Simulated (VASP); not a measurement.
# Mg2CdO3 (Cmc2_1) in VASP: elastic constants with PBE

Aim: the elastic constants of Mg2CdO3 with PBE.

Program: VASP 6.6.1. These are calculated values, not measurements. Logs are shortened: lines on timing, memory, paths and dates and some standing lists are left out, and cuts for length are marked.

## Step 1: The structure

Symmetry: Cmc2_1, No. 36, orthorhombic system. Conventional cell: a = 10.281 Å, b = 5.914 Å, c = 5.351 Å, α = 90.00°, β = 90.00°, γ = 90.00°. Mg (site symmetry 1) is surrounded by 4 O at 1.99 to 2.00 Å. Cd (site symmetry m) is surrounded by 4 O at 2.23 to 2.28 Å. O (site symmetry 1) is surrounded by 3 Mg at 1.99 to 2.00 Å and 1 Cd at 2.23 Å. O (site symmetry m) is surrounded by 2 Mg at 1.99 Å and 2 Cd at 2.24 to 2.28 Å.

The cell was built by a generator and needn't be a form met in nature.

## Step 2: Elastic constants, PBE

File POSCAR:

```
Mg2CdO3
1.0
    5.1406100000     -2.9572300000      0.0000000000
    5.1406100000      2.9572300000      0.0000000000
    0.0000000000      0.0000000000      5.3512300000
Mg Cd O
4 2 6
Direct
    0.8345410000      0.5066930000      0.0023540000
    0.1654590000      0.4933070000      0.5023540000
    0.5066930000      0.8345410000      0.5023540000
    0.4933070000      0.1654590000      0.0023540000
    0.1758390000      0.8241610000      0.9911660000
    0.8241610000      0.1758390000      0.4911660000
    0.5321230000      0.8334830000      0.8742560000
    0.1665170000      0.4678770000      0.8742560000
    0.1968350000      0.8031650000      0.4174100000
    0.8334830000      0.5321230000      0.3742560000
    0.4678770000      0.1665170000      0.3742560000
    0.8031650000      0.1968350000      0.9174100000
```

File INCAR.step1:

```
ALGO = Normal
EDIFF = 1E-8
EDIFFG = -0.002
ENCUT = 520
GGA = PE
IBRION = 2
ISIF = 3
ISMEAR = 0
KPAR = 8
LASPH = True
LCHARG = False
LREAL = False
LWAVE = False
NELM = 80
NSW = 40
PREC = Accurate
SIGMA = 0.03
```

File INCAR.step2:

```
ALGO = Normal
EDIFF = 1E-8
ENCUT = 520
GGA = PE
IBRION = 6
ISIF = 3
ISMEAR = 0
KPAR = 8
LASPH = True
LCHARG = False
LREAL = False
LWAVE = False
NELM = 80
NFREE = 2
NSW = 1
POTIM = 0.015
PREC = Accurate
SIGMA = 0.03
```

File KPOINTS:

```
k-points
0
Gamma
  4 4 4
```

Potentials or basis: VASP PAW PBE potentials, release 64 (Mg, Cd, O).

Command:

```bash
> cat potpaw_PBE.64/Mg/POTCAR potpaw_PBE.64/Cd/POTCAR potpaw_PBE.64/O/POTCAR > POTCAR
> cp INCAR.step1 INCAR
> mpirun -np 8 vasp_std > vasp.out
> cp CONTCAR POSCAR
> cp INCAR.step2 INCAR
> mpirun -np 8 vasp_std > vasp.out
```

OUTCAR:

```text
EDIFF = 1E-8
   ENCUT = 520
   GGA = PE
   IBRION = 6
   ISIF = 3
   ISMEAR = 0
   LASPH = True
   LREAL = False
   NELM = 80
   NFREE = 2
   NSW = 1
   POTIM = 0.015
   PREC = Accurate

 ion  position               nearest neighbor table
   1  0.835  0.507  0.002-   8 1.99   7 1.99  12 1.99  10 2.00   6 3.29   2 3.30   2 3.30   3 3.31
                             3 3.31   4 3.38   4 3.38   5 3.38   6 3.39   5 3.39   5 3.50   4 3.51
   2  0.165  0.493  0.502-  10 1.99  11 1.99   9 1.99   8 2.00   5 3.29   1 3.30   1 3.30   4 3.31
                             4 3.31   3 3.38   3 3.38   6 3.38   5 3.39   6 3.39   6 3.50   3 3.51
   3  0.507  0.835  0.502-  11 1.99  10 1.99   9 1.99   7 2.00   5 3.29   4 3.30   4 3.30   1 3.31
                             1 3.31   2 3.38   2 3.38   6 3.38   5 3.39   6 3.39   6 3.50   2 3.51
   4  0.493  0.165  0.002-   7 1.99   8 1.99  12 1.99  11 2.00   6 3.29   3 3.30   3 3.30   2 3.31
                             2 3.31   1 3.38   1 3.38   5 3.38   6 3.39   5 3.39   5 3.50   1 3.51
   5  0.176  0.824  0.991-   7 2.23   8 2.23  12 2.24   9 2.28   2 3.29   3 3.29   1 3.38   4 3.38
                             3 3.39   2 3.39   4 3.39   1 3.39   6 3.39   6 3.39   1 3.50   4 3.50
   6  0.824  0.176  0.491-  10 2.23  11 2.23   9 2.24  12 2.28   1 3.29   4 3.29   3 3.38   2 3.38
                             4 3.39   1 3.39   2 3.39   3 3.39   5 3.39   5 3.39   2 3.50   3 3.50
   7  0.532  0.833  0.874-   4 1.99   1 1.99   3 2.00   5 2.23
   8  0.167  0.468  0.874-   1 1.99   4 1.99   2 2.00   5 2.23
   9  0.197  0.803  0.417-   2 1.99   3 1.99   6 2.24   5 2.28
  10  0.833  0.532  0.374-   2 1.99   3 1.99   1 2.00   6 2.23
  11  0.468  0.167  0.374-   3 1.99   2 1.99   4 2.00   6 2.23
  12  0.803  0.197  0.917-   1 1.99   4 1.99   5 2.24   6 2.28

  LATTYP: Found a base centered orthorhombic cell.
 ALAT       =     5.9129093146
 B/A-ratio  =     1.7384192423
 C/A-ratio  =     0.9053759681

  Lattice vectors:

 A1 = (  -5.1395576654,  -2.9564546573,   0.0000000000)
 A2 = (   5.1395576654,  -2.9564546573,   0.0000000000)
 A3 = (   0.0000000000,   0.0000000000,   5.3534059951)

Analysis of symmetry for initial positions (statically):
=====================================================================
 Subroutine PRICEL returns:
 Original cell was already a primitive cell.

 Routine SETGRP: Setting up the symmetry group for a
[... 425 lines left out ...]
  ext. energy  EPLUGINS =         0.00000000
  ---------------------------------------------------
  free energy    TOTEN  =       -62.57238169 eV

  energy without entropy =      -62.57238169  energy(sigma->0) =      -62.57238169

 E-fermi :   0.6232     XC(G=0):  -9.8500

 val. band max:        0.4854105653   @ k =   0.0000   0.0000   0.5000
 cond. band min:       2.3606728385   @ k =   0.0000   0.0000   0.0000
 fundamental gap:      1.8752622733
 Fermi energy:         0.6232014162

 k-point     1 :       0.0000    0.0000    0.0000
  band No.  band energies     occupation
      1     -15.6377      2.00000
      2     -15.1410      2.00000
      3     -15.0448      2.00000
      4     -15.0077      2.00000
      5     -14.9988      2.00000
      6     -14.9988      2.00000
[... 1084 lines left out ...]
  FREE ENERGIE OF THE ION-ELECTRON SYSTEM (eV)
  ---------------------------------------------------
  free  energy   TOTEN  =       -62.5723816913 eV

  energy  without entropy=      -62.5723816913  energy(sigma->0) =      -62.57238169

 INTERNAL STRAIN TENSORS FROM STRAINED CELLS
 ============================================

 INTERNAL STRAIN TENSOR FOR ION    1 for displacements in x,y,z  (eV/Angst):
          X           Y           Z          XY          YZ          ZX
  --------------------------------------------------------------------------------
  x    -1.28241     1.15631     0.10810    -6.44306     0.76601    -3.45995
  y    -6.32050     6.29737     0.16675     0.84807    -4.47515     0.20906
  z    -3.62912    -4.85088     9.42402     0.90512     0.35110     0.86635

 INTERNAL STRAIN TENSORS FROM DISPLACED ATOMS
 ============================================

 INTERNAL STRAIN TENSOR FOR ION    1 for displacements in x,y,z  (eV/Angst):
          X           Y           Z          XY          YZ          ZX
  --------------------------------------------------------------------------------
  x    -1.28217     1.14755     0.10157    -6.44458     0.76461    -3.45850
  y    -6.29597     6.27114     0.16269     0.83823    -4.46827     0.20523
  z    -3.60545    -4.82456     9.40199     0.90535     0.34969     0.86363
[... 8 lines left out ...]
 INTERNAL STRAIN TENSOR FOR ION   12 for displacements in x,y,z  (eV/Angst):
          X           Y           Z          XY          YZ          ZX
  --------------------------------------------------------------------------------
  x     0.00000     0.00000     0.00000     7.79240     0.00000     3.94730
  y     6.84913    -8.08241    -1.30598     0.00000     2.23961     0.00000
  z     3.19645     1.17448    -7.08098     0.00000     0.59215     0.00000

 Eigenvectors and eigenvalues of the dynamical matrix
   1 f  =   16.008949 THz   100.587195 2PiTHz  534.001067 cm-1    66.207664 meV
   2 f  =   15.804266 THz    99.301130 2PiTHz  527.173560 cm-1    65.361162 meV
   3 f  =   15.783312 THz    99.169477 2PiTHz  526.474633 cm-1    65.274506 meV
   4 f  =   15.668162 THz    98.445968 2PiTHz  522.633643 cm-1    64.798284 meV
   5 f  =   15.634276 THz    98.233051 2PiTHz  521.503300 cm-1    64.658139 meV
   6 f  =   15.617698 THz    98.128893 2PiTHz  520.950344 cm-1    64.589582 meV
[... 25 lines left out ...]
  32 f  =    2.834880 THz    17.812074 2PiTHz   94.561405 cm-1    11.724115 meV
  33 f  =    2.772728 THz    17.421563 2PiTHz   92.488247 cm-1    11.467076 meV
  34 f/i=    0.001573 THz     0.009881 2PiTHz    0.052456 cm-1     0.006504 meV
  35 f/i=    0.001664 THz     0.010458 2PiTHz    0.055521 cm-1     0.006884 meV
  36 f/i=    0.008686 THz     0.054579 2PiTHz    0.289750 cm-1     0.035924 meV

 ELASTIC MODULI CONTR FROM IONIC RELAXATION (kBar)
 Direction    XX          YY          ZZ          XY          YZ          ZX
 --------------------------------------------------------------------------------
 XX        -556.1052    236.8528    329.1506     -0.0000      0.0000      0.0000
 YY         236.8528   -537.4432    310.0341      0.0000     -0.0000     -0.0000
 ZZ         329.1506    310.0341   -743.3746     -0.0000      0.0000      0.0000
 XY          -0.0000      0.0000     -0.0000   -393.1639      0.0000      0.0000
 YZ          -0.0000     -0.0000     -0.0000      0.0000   -124.4194      0.0000
 ZX           0.0000     -0.0000      0.0000      0.0000      0.0000   -118.4332
 --------------------------------------------------------------------------------

 TOTAL ELASTIC MODULI (kBar)
 Direction    XX          YY          ZZ          XY          YZ          ZX
 --------------------------------------------------------------------------------
 XX        1681.3999    895.4365    810.9647     -0.0000      0.0000      0.0000
 YY         895.4365   1650.9611    820.0189      0.0000     -0.0000     -0.0000
 ZZ         810.9647    820.0189   1390.6757     -0.0000      0.0000      0.0000
 XY          -0.0000      0.0000     -0.0000    370.8208      0.0000      0.0000
 YZ          -0.0000     -0.0000     -0.0000      0.0000    400.4467      0.0000
 ZX           0.0000     -0.0000      0.0000      0.0000      0.0000    402.0054
 --------------------------------------------------------------------------------
```

Run time: 26 min. Hardware: 8 MPI ranks of Intel Xeon Platinum 8559C (Emerald Rapids), shared host; peak memory 0.61 GiB.

Results:

```
Voigt bulk modulus                                      : 109 GPa
Highest phonon frequency at Γ, LO-TO splitting left out : 534 cm⁻¹
```

Phonon frequencies in cm⁻¹ (negative: imaginary):
```tsv
q point	frequencies
(0.000, 0.000, 0.000)	0 0 0 92 95 112 141 160 193 207 233 266 270 297 319 327 346 354 365 397 405 415 420 430 448 456 488 497 497 513 521 522 523 526 527 534
```

Elastic tensor in Voigt notation (GPa, in the Cartesian axes of the cell as first typed):
```
168  90  81   0   0   0
 90 165  82   0   0   0
 81  82 139   0   0   0
  0   0   0  40   0   0
  0   0   0   0  40   0
  0   0   0   0   0  37
```

Clamped-ion elastic tensor (GPa):
```
224  66  48   0   0   0
 66 219  51   0   0   0
 48  51 213   0   0   0
  0   0   0  52   0   0
  0   0   0   0  52   0
  0   0   0   0   0  76
```
